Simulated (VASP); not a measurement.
# Sr2MnSi2O7: structure and properties in VASP, part 13 of 14

What structure and properties does LDA + U give Sr2MnSi2O7, and how near are they to the measured ones? The start is a cell from a database of measured crystal structures.

VASP 6.6.1; LDA, DFT+U (Mn d 3 eV), spin-polarised from a ferromagnetic start; plane waves and PAW (Sr_sv, Mn_pv, Si, O).

Still holding for the runs below: The magnetic state follows from one typed start and may not be the lowest. Experiment finds antiferromagnetic order in this phase (below 3.4 K, arxiv:2410.22741), so this ferromagnetic run describes another state.

So far. Step 14 (Volume scan with LDA + U, volume scale 1.06): The pressure falls from -5.24 to -7.49 GPa. The parabola predicted -7.40 GPa, +0.08 GPa off. Step 16 (Fit for LDA + U): The fitted volume lies +0.11 % from the relaxed one. At a finite cutoff and mesh the minimum of the energy and the zero of the stress don't quite coincide, and the relaxation stops at a threshold. The relaxed cell has a = 8.030, c = 5.079 Å (conventional setting).

## Step 17: Ionic relaxation at fixed cell (LDA + U), changed input

This step: LDA, DFT+U (Mn d 3 eV), spin-polarised from a ferromagnetic start; plane waves and PAW (Sr_sv, Mn_pv, Si, O) (VASP 6.6.1).

With the cell held (ISIF = 2), the atoms move to where the forces vanish. Some settings are moved from the usual, to see what they do.

Input file INCAR:

```
SYSTEM = Sr2MnSi2O7
PREC = Accurate
ENCUT = 200
EDIFF = 1E-06
NELM = 100
ISMEAR = 0
SIGMA = 0.05
LREAL = Auto
ALGO = Fast
GGA = CA
NBANDS = 125
ISPIN = 2
MAGMOM = 0.004 0.004 0.004 0.004 4.477 4.477 0.008 0.008 0.008 0.008 0.003 0.003 0.006 0.006 0.006 0.006 0.038 0.038 0.038 0.038 0.038 0.038 0.038 0.038
LDAU = .TRUE.
LDAUTYPE = 2
LDAUL = -1 2 -1 -1
LDAUU = 0 3 0 0
LDAUJ = 0 0 0 0
LDAUPRINT = 1
LASPH = .TRUE.
LMAXMIX = 4
LORBIT = 11
LWAVE = .FALSE.
LCHARG = .FALSE.
KPAR = 4
NCORE = 2
IBRION = 2
NSW = 60
ISIF = 2
EDIFFG = 1E-05
```

Input file POSCAR:

```
Sr2MnSi2O7
1.0
    8.0304670165      0.0000000000      0.0000000000
    0.0000000000      8.0304670165      0.0000000000
    0.0000000000      0.0000000000      5.0790296646
Sr Mn Si O
4 2 4 14
Direct
    0.3345770917      0.1654229083      0.5063260309
    0.1654229083      0.6654229083      0.4936739691
    0.6654229083      0.8345770917      0.5063260309
    0.8345770917      0.3345770917      0.4936739691
    0.0000000000      0.0000000000      0.0000000000
    0.5000000000      0.5000000000      0.0000000000
    0.1377929865      0.3622070135      0.9396728049
    0.3622070135      0.8622070135      0.0603271951
    0.8622070135      0.6377929865      0.9396728049
    0.6377929865      0.1377929865      0.0603271951
    0.5000000000      0.0000000000      0.1681971946
    0.0000000000      0.5000000000      0.8318028054
    0.1395688079      0.3604311921      0.2550303602
    0.3604311921      0.8604311921      0.7449696398
    0.8604311921      0.6395688079      0.2550303602
    0.6395688079      0.1395688079      0.7449696398
    0.0786485217      0.1935386624      0.7886769092
    0.1935386624      0.9213514783      0.2113230908
    0.9213514783      0.8064613376      0.7886769092
    0.8064613376      0.0786485217      0.2113230908
    0.5786485217      0.3064613376      0.2113230908
    0.6935386624      0.5786485217      0.7886769092
    0.4213514783      0.6935386624      0.2113230908
    0.3064613376      0.4213514783      0.7886769092
```

Input file KPOINTS:

```
Automatic mesh
0
Gamma
3 3 5
0 0 0
```

Potentials, in the order of the species: Sr_sv, Mn_pv, Si and O (LDA family, release 64).

The run is started by

```
mpirun -np 8 vasp_std
```

The log of the run:

```text
[... set-up lines as in an earlier step ...]
 entering main loop
       N       E                     dE             d eps       ncg     rms          rms(c)
DAV:   1     0.705927839580E+03    0.70593E+03   -0.50219E+04  4796   0.643E+02
DAV:   2    -0.149433285707E+03   -0.85536E+03   -0.81785E+03  5094   0.231E+02
DAV:   3    -0.206984454197E+03   -0.57551E+02   -0.57018E+02  6152   0.591E+01
DAV:   4    -0.208655009048E+03   -0.16706E+01   -0.16584E+01  6680   0.780E+00
DAV:   5    -0.208698699938E+03   -0.43691E-01   -0.43664E-01  6080   0.117E+00    0.487E+01
RMM:   6    -0.199030225142E+03    0.96685E+01   -0.24697E+01  4663   0.108E+01    0.322E+01
RMM:   7    -0.195985907885E+03    0.30443E+01   -0.40017E+00  4584   0.473E+00    0.202E+01
RMM:   8    -0.196531848961E+03   -0.54594E+00   -0.10803E+00  4654   0.279E+00    0.465E+00
RMM:   9    -0.196505458203E+03    0.26391E-01   -0.27495E-01  5096   0.122E+00    0.144E+00
RMM:  10    -0.196510236239E+03   -0.47780E-02   -0.68046E-02  6075   0.549E-01    0.676E-01
RMM:  11    -0.196512264631E+03   -0.20284E-02   -0.29587E-02  6183   0.324E-01    0.254E-01
RMM:  12    -0.196513947212E+03   -0.16826E-02   -0.11874E-02  6766   0.183E-01    0.108E-01
RMM:  13    -0.196514908547E+03   -0.96133E-03   -0.69534E-03  7034   0.125E-01    0.517E-02
RMM:  14    -0.196515300287E+03   -0.39174E-03   -0.34675E-03  7086   0.878E-02    0.337E-02
RMM:  15    -0.196515531573E+03   -0.23129E-03   -0.22510E-03  7183   0.655E-02    0.238E-02
WARNING in EDDRMM: call to ZHEGV failed, returncode =   6  3     41
RMM:  16    -0.196515647429E+03   -0.11586E-03   -0.11058E-03  7163   0.475E-02    0.114E-02
WARNING in EDDRMM: call to ZHEGV failed, returncode =   8  4     79
RMM:  17    -0.196515723315E+03   -0.75886E-04   -0.73294E-04  6985   0.357E-02    0.885E-03
WARNING in EDDRMM: call to ZHEGV failed, returncode =   8  4     62
RMM:  18    -0.196515759879E+03   -0.36564E-04   -0.34439E-04  6742   0.258E-02    0.341E-03
WARNING in EDDRMM: call to ZHEGV failed, returncode =   6  3     54
WARNING in EDDRMM: call to ZHEGV failed, returncode =   8  4     50
RMM:  19    -0.196515784648E+03   -0.24769E-04   -0.24171E-04  6418   0.197E-02    0.344E-03
WARNING in EDDRMM: call to ZHEGV failed, returncode =   6  3     64
RMM:  20    -0.196515798031E+03   -0.13383E-04   -0.12768E-04  6032   0.146E-02    0.206E-03
WARNING in EDDRMM: call to ZHEGV failed, returncode =   6  3     76
RMM:  21    -0.196515806805E+03   -0.87736E-05   -0.86130E-05  5555   0.111E-02    0.174E-03
WARNING in EDDRMM: call to ZHEGV failed, returncode =   6  3     61
RMM:  22    -0.196515811706E+03   -0.49009E-05   -0.47428E-05  5070   0.834E-03    0.738E-04
WARNING in EDDRMM: call to ZHEGV failed, returncode =   6  3     60
WARNING in EDDRMM: call to ZHEGV failed, returncode =   6  3     64
RMM:  23    -0.196515814915E+03   -0.32094E-05   -0.32017E-05  4682   0.630E-03    0.561E-04
RMM:  24    -0.196515816815E+03   -0.19001E-05   -0.18896E-05  4253   0.482E-03    0.425E-04
RMM:  25    -0.196515818027E+03   -0.12117E-05   -0.12257E-05  3893   0.377E-03    0.445E-04
WARNING in EDDRMM: call to ZHEGV failed, returncode =   6  3     42
WARNING in EDDRMM: call to ZHEGV failed, returncode =   6  3     73
RMM:  26    -0.196515818803E+03   -0.77634E-06   -0.79192E-06  3508   0.302E-03
   1 F= -.19651582E+03 E0= -.19651582E+03  d E =-.196516E+03  mag=    10.0000
 curvature:   0.00 expect dE= 0.000E+00 dE for cont linesearch  0.000E+00
 trial: gam= 0.00000 g(F)=  0.100E+01 g(S)=  0.000E+00 ort = 0.000E+00 (trialstep = 0.100E+01)
 search vector abs. value=  0.100E+01
 bond charge predicted
       N       E                     dE             d eps       ncg     rms          rms(c)
DAV:   1    -0.196585927848E+03   -0.70110E-01   -0.22872E+02  4500   0.380E+01    0.949E+00
RMM:   2    -0.196759421163E+03   -0.17349E+00   -0.60160E+00  4500   0.580E+00    0.402E+00
RMM:   3    -0.196754001601E+03    0.54196E-02   -0.44706E-01  4528   0.179E+00    0.238E+00
RMM:   4    -0.196760232195E+03   -0.62306E-02   -0.68759E-02  4944   0.575E-01    0.747E-01
RMM:   5    -0.196762903124E+03   -0.26709E-02   -0.16351E-02  5934   0.265E-01    0.432E-01
RMM:   6    -0.196763561686E+03   -0.65856E-03   -0.43507E-03  6538   0.135E-01    0.159E-01
RMM:   7    -0.196763877955E+03   -0.31627E-03   -0.20780E-03  6831   0.921E-02    0.479E-02
RMM:   8    -0.196764037780E+03   -0.15982E-03   -0.13831E-03  7062   0.631E-02    0.229E-02
WARNING in EDDRMM: call to ZHEGV failed, returncode =   8  4     50
RMM:   9    -0.196764134677E+03   -0.96898E-04   -0.81370E-04  6861   0.471E-02    0.185E-02
WARNING in EDDRMM: call to ZHEGV failed, returncode =   6  3     59
RMM:  10    -0.196764189495E+03   -0.54818E-04   -0.46533E-04  6697   0.354E-02    0.111E-02
RMM:  11    -0.196764224780E+03   -0.35285E-04   -0.30518E-04  6542   0.276E-02    0.538E-03
WARNING in EDDRMM: call to ZHEGV failed, returncode =   6  3     49
RMM:  12    -0.196764246110E+03   -0.21330E-04   -0.17739E-04  5896   0.205E-02    0.386E-03
RMM:  13    -0.196764259838E+03   -0.13728E-04   -0.11886E-04  5522   0.160E-02    0.206E-03
WARNING in EDDRMM: call to ZHEGV failed, returncode =   6  3     52
WARNING in EDDRMM: call to ZHEGV failed, returncode =   6  3     46
RMM:  14    -0.196764268378E+03   -0.85401E-05   -0.72802E-05  5176   0.123E-02    0.927E-04
WARNING in EDDRMM: call to ZHEGV failed, returncode =   6  3     44
WARNING in EDDRMM: call to ZHEGV failed, returncode =   6  3     51
RMM:  15    -0.196764273961E+03   -0.55827E-05   -0.48110E-05  4801   0.958E-03    0.621E-04
RMM:  16    -0.196764277620E+03   -0.36593E-05   -0.31652E-05  4517   0.754E-03    0.506E-04
RMM:  17    -0.196764279934E+03   -0.23137E-05   -0.20352E-05  4250   0.605E-03    0.271E-04
RMM:  18    -0.196764281695E+03   -0.17614E-05   -0.15866E-05  3903   0.491E-03    0.336E-04
RMM:  19    -0.196764282753E+03   -0.10585E-05   -0.94663E-06  3671   0.402E-03    0.167E-04
RMM:  20    -0.196764283584E+03   -0.83049E-06   -0.77859E-06  3373   0.331E-03
   2 F= -.19676428E+03 E0= -.19676428E+03  d E =-.248465E+00  mag=    10.0000
[...]
WARNING in EDDRMM: call to ZHEGV failed, returncode =   8  4     62
[...]
WARNING in EDDRMM: call to ZHEGV failed, returncode =   8  4     53
WARNING in EDDRMM: call to ZHEGV failed, returncode =   6  3     55
[...]
WARNING in EDDRMM: call to ZHEGV failed, returncode =   6  3     66
WARNING in EDDRMM: call to ZHEGV failed, returncode =   6  3     46
WARNING in EDDRMM: call to ZHEGV failed, returncode =   8  4     59
WARNING in EDDRMM: call to ZHEGV failed, returncode =   6  3     47
[...]
WARNING in EDDRMM: call to ZHEGV failed, returncode =   6  3     53
[... from here on, the cycles between the ionic steps are left out ...]
   3 F= -.19684599E+03 E0= -.19684599E+03  d E =-.330176E+00  mag=    10.0000
[...]
WARNING in EDDRMM: call to ZHEGV failed, returncode =   6  3     86
[...]
WARNING in EDDRMM: call to ZHEGV failed, returncode =   6  3     58
[...]
WARNING in EDDRMM: call to ZHEGV failed, returncode =   6  3     45
WARNING in EDDRMM: call to ZHEGV failed, returncode =   6  3     73
[...]
WARNING in EDDRMM: call to ZHEGV failed, returncode =   6  3     57
WARNING in EDDRMM: call to ZHEGV failed, returncode =   6  3     72
[...]
WARNING in EDDRMM: call to ZHEGV failed, returncode =   6  3     41
WARNING in EDDRMM: call to ZHEGV failed, returncode =   6  3     46
[...]
WARNING in EDDRMM: call to ZHEGV failed, returncode =   6  3     61
WARNING in EDDRMM: call to ZHEGV failed, returncode =   6  3     74
   4 F= -.19685248E+03 E0= -.19685248E+03  d E =-.648709E-02  mag=    10.0000
[...]
WARNING in EDDRMM: call to ZHEGV failed, returncode =   6  3     60
[...]
WARNING in EDDRMM: call to ZHEGV failed, returncode =   6  3     62
[...]
WARNING in EDDRMM: call to ZHEGV failed, returncode =   6  3     43
WARNING in EDDRMM: call to ZHEGV failed, returncode =   6  3     44
WARNING in EDDRMM: call to ZHEGV failed, returncode =   6  3     58
   5 F= -.19687284E+03 E0= -.19687284E+03  d E =-.268474E-01  mag=    10.0000
[...]
WARNING in EDDRMM: call to ZHEGV failed, returncode =   8  4     76
[...]
WARNING in EDDRMM: call to ZHEGV failed, returncode =   6  3     69
   6 F= -.19687911E+03 E0= -.19687911E+03  d E =-.627267E-02  mag=    10.0000
[...]
WARNING in EDDRMM: call to ZHEGV failed, returncode =   6  3     41
WARNING in EDDRMM: call to ZHEGV failed, returncode =   8  4     42
[...]
WARNING in EDDRMM: call to ZHEGV failed, returncode =   6  3     47
WARNING in EDDRMM: call to ZHEGV failed, returncode =   8  4     42
WARNING in EDDRMM: call to ZHEGV failed, returncode =   6  3     53
   7 F= -.19688067E+03 E0= -.19688067E+03  d E =-.782431E-02  mag=    10.0000
[...]
WARNING in EDDRMM: call to ZHEGV failed, returncode =   6  3     81
   8 F= -.19688404E+03 E0= -.19688404E+03  d E =-.337016E-02  mag=    10.0000
[...]
WARNING in EDDRMM: call to ZHEGV failed, returncode =   8  4     65
[...]
WARNING in EDDRMM: call to ZHEGV failed, returncode =   6  3     78
   9 F= -.19688543E+03 E0= -.19688543E+03  d E =-.476634E-02  mag=    10.0000
[...]
WARNING in EDDRMM: call to ZHEGV failed, returncode =   6  3     80
[...]
WARNING in EDDRMM: call to ZHEGV failed, returncode =   6  3     48
  10 F= -.19688776E+03 E0= -.19688776E+03  d E =-.233164E-02  mag=    10.0000
[...]
WARNING in EDDRMM: call to ZHEGV failed, returncode =   6  3     66
[...]
WARNING in EDDRMM: call to ZHEGV failed, returncode =   6  3     84
[...]
WARNING in EDDRMM: call to ZHEGV failed, returncode =   6  3     51
WARNING in EDDRMM: call to ZHEGV failed, returncode =   6  3     61
[...]
WARNING in EDDRMM: call to ZHEGV failed, returncode =   8  4     63
  11 F= -.19689136E+03 E0= -.19689136E+03  d E =-.593199E-02  mag=    10.0000
[...]
WARNING in EDDRMM: call to ZHEGV failed, returncode =   8  4     73
[...]
WARNING in EDDRMM: call to ZHEGV failed, returncode =   6  3     60
  12 F= -.19689154E+03 E0= -.19689154E+03  d E =-.610446E-02  mag=    10.0000
[...]
WARNING in EDDRMM: call to ZHEGV failed, returncode =   6  3     64
WARNING in EDDRMM: call to ZHEGV failed, returncode =   6  3     87
  13 F= -.19689221E+03 E0= -.19689221E+03  d E =-.670722E-03  mag=    10.0000
  14 F= -.19689226E+03 E0= -.19689226E+03  d E =-.720937E-03  mag=    10.0000
  15 F= -.19689256E+03 E0= -.19689256E+03  d E =-.301627E-03  mag=    10.0000
  16 F= -.19689256E+03 E0= -.19689256E+03  d E =-.302688E-03  mag=    10.0000
  17 F= -.19689259E+03 E0= -.19689259E+03  d E =-.250860E-04  mag=    10.0000
  18 F= -.19689259E+03 E0= -.19689259E+03  d E =-.252050E-04  mag=    10.0000
  19 F= -.19689260E+03 E0= -.19689260E+03  d E =-.183341E-04  mag=    10.0000
  20 F= -.19689264E+03 E0= -.19689264E+03  d E =-.520943E-04  mag=    10.0000
  21 F= -.19689267E+03 E0= -.19689267E+03  d E =-.301092E-04  mag=    10.0000
  22 F= -.19689269E+03 E0= -.19689269E+03  d E =-.541077E-04  mag=    10.0000
  23 F= -.19689270E+03 E0= -.19689270E+03  d E =-.703326E-05  mag=    10.0000
 trial-energy change:   -0.000007  1 .order   -0.000006   -0.000011   -0.000002
 step:   0.9317(harm=  0.9317)  dis= 0.00036  next Energy=  -196.892699 (dE=-0.656E-05)
 bond charge predicted
       N       E                     dE             d eps       ncg     rms          rms(c)
DAV:   1    -0.196892699794E+03   -0.10746E-05   -0.20778E-04  5291   0.375E-02    0.899E-03
RMM:   2    -0.196892700057E+03   -0.26323E-06   -0.51019E-06  3918   0.547E-03
  24 F= -.19689270E+03 E0= -.19689270E+03  d E =-.763935E-05  mag=    10.0000
 curvature:  -1.42 expect dE=-0.132E-04 dE for cont linesearch -0.231E-08
 trial: gam= 0.59919 g(F)=  0.925E-05 g(S)=  0.000E+00 ort = 0.264E-06 (trialstep = 0.806E+00)
 search vector abs. value=  0.250E-04
 reached required accuracy - stopping structural energy minimisation
```

Elapsed: 6.1 min, on 8 MPI ranks of Intel Xeon 6975P-C (Granite Rapids), shared host; peak memory 2.1 GiB; 48 min of CPU time.

(Part 13 of 14 ends here.)

[Lines on the potential files, build, host, timing and source positions are cut from VASP's logs without a mark.]

[Logs are printed without paths, hosts, clocks, repeated set-up lines and the standing remarks that a program may print on its own settings, such as how far it seeks lower states.]

[Hosts, paths, dates, database ids (printed as entryN), source tags and the programs' standing remarks are cut or masked in the printed files.]

[A measured line is paired with the nearest computed mode of its activity, which favours agreement.]
